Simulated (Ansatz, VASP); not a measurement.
## SiHg in VASP and in Ansatz

Contents of INCAR:

```
ALGO = Normal
EDIFF = 1E-6
ENCUT = 520
GGA = PE
ISIF = 2
ISMEAR = 0
LASPH = True
LCHARG = True
LELF = True
LREAL = False
LVHAR = True
LWAVE = False
NBANDS = 15
NELM = 80
PREC = Accurate
SIGMA = 0.1
```

File KPOINTS:

```
k-points
0
Gamma
  4 4 6
```

POSCAR

```
SiHg
1.0
    4.1967454400      0.0000000000      0.0000000000
    0.0000000000      4.1967454400      0.0000000000
    0.0000000000      0.0000000000      2.9675471600
Si Hg
1 1
Direct
    0.0000000000      0.0000000000      0.0000000000
    0.5000000000      0.5000000000      0.0000000000
```

Input for Ansatz:

```yaml
crystal:
  lattice:
    - [4.19674544, 0.0, 0.0]
    - [0.0, 4.19674544, 0.0]
    - [0.0, 0.0, 2.96754716]
  atoms:
    - { symbol: Si, position: [0.0, 0.0, 0.0] }
    - { symbol: Hg, position: [0.5, 0.5, 0.0] }
basis:
  ecutwfc: 420
kpoints:
  mp_grid: { grid: [4, 4, 6] }
hamiltonian:
  xc: pbe
scf:
  occupations: { method: gaussian, width: 0.1 }
  lower_state_search: "off"
output:
  forces: true
  stress: true
  eigenvalues: true
```

Alike in both runs: task single point; functional PBE; k mesh 4 × 4 × 6; occupations gaussian, width 0.1 eV; no spin polarisation.

```csv
,VASP,Ansatz
version,VASP 6.6.1,Ansatz 0.2.0
potentials or method,"VASP PAW PBE potentials, release 64 (Si, Hg)","scalar-relativistic, plane waves, PAW"
plane-wave cutoff (eV),520,420
valence electrons in the cell,16,24
```

Ansatz gave:

```
gap on the k mesh at the Fermi level (eV)       : none
pressure (GPa)                                  : -6.3
largest component of the traceless stress (GPa) : 4.15
```

Question: Estimate VASP's values.

Answer: gap on the k mesh at the Fermi level (eV): none; pressure (GPa): -6.2; largest component of the traceless stress (GPa): 4.23.

A gap of «none» marks a metal or a gap that the smearing closes. The functional is the same, so the differences come from potentials, cutoffs and numerics. The two sets of potentials don't hold the same shells in valence.

Caveats: the k mesh is coarse (spacing up to 0.37 Å⁻¹), so the values aren't converged. The runs have no spin-orbit coupling, so splittings on Hg are missing.
